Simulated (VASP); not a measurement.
Runs of VASP 6.6.1 on Al. Symmetry: Fm-3m, No. 225, cubic system. The conventional cell has a = 4.016 Å, b = 4.016 Å, c = 4.016 Å, α = 90.00°, β = 90.00°, γ = 90.00°. Around Al (site symmetry m-3m) lie 12 Al at 2.84 Å. 

```csv
task,level,potentials or basis,cell,cutoff (eV),k mesh for the DOS,occupations for the DOS,gap on the mesh (eV),pressure (GPa)
relaxation of the atoms,PBEsol,"VASP PAW PBE potentials, release 64 (Al)",atoms relaxed from: a relaxed cell with its volume scaled by 0.94,600,-,-,none,5.9
relaxation of the atoms,PBEsol,"VASP PAW PBE potentials, release 64 (Al)",atoms relaxed from: a relaxed cell with its volume scaled by 1.06,600,-,-,none,-4.3
band structure,r2SCAN,"VASP PAW PBE potentials, release 64 (Al)","Fm-3m, 16.19 Å³/atom",520,-,-,-,(a)
relaxation of the atoms,PBEsol,"VASP PAW PBE potentials, release 64 (Al)",atoms relaxed,600,-,-,none,0.0
relaxation of the atoms,PBEsol,"VASP PAW PBE potentials, release 64 (Al)",atoms relaxed from: a relaxed cell with its volume scaled by 1.04,600,-,-,none,-3.0
relaxation of cell and atoms,PBEsol,"VASP PAW PBE potentials, release 64 (Al)",relaxed,600,-,-,none,0.0
relaxation of the atoms,PBEsol,"VASP PAW PBE potentials, release 64 (Al)",atoms relaxed from: a relaxed cell with its volume scaled by 1.02,600,-,-,none,-1.6
band structure,LDA,"VASP PAW LDA potentials, release 64 (Al)","Fm-3m, 16.19 Å³/atom",520,-,-,-,-1.9
relaxation of the atoms,PBEsol,"VASP PAW PBE potentials, release 64 (Al)",atoms relaxed from: a relaxed cell with its volume scaled by 0.98,600,-,-,none,1.8
```

Alike in all rows: no spin polarisation; k mesh 16 × 16 × 16; smearing methfessel-paxton 0.1 eV.

Task: Fill in the values left out.

Result: (a) -1.8.

Caveats: the PAW data sets were made with another functional, which shifts forces and pressure a little (some runs); the relaxation stopped at its first step, so nothing moved (some runs).

A gap of «none» marks a metal or a gap under the smearing width.
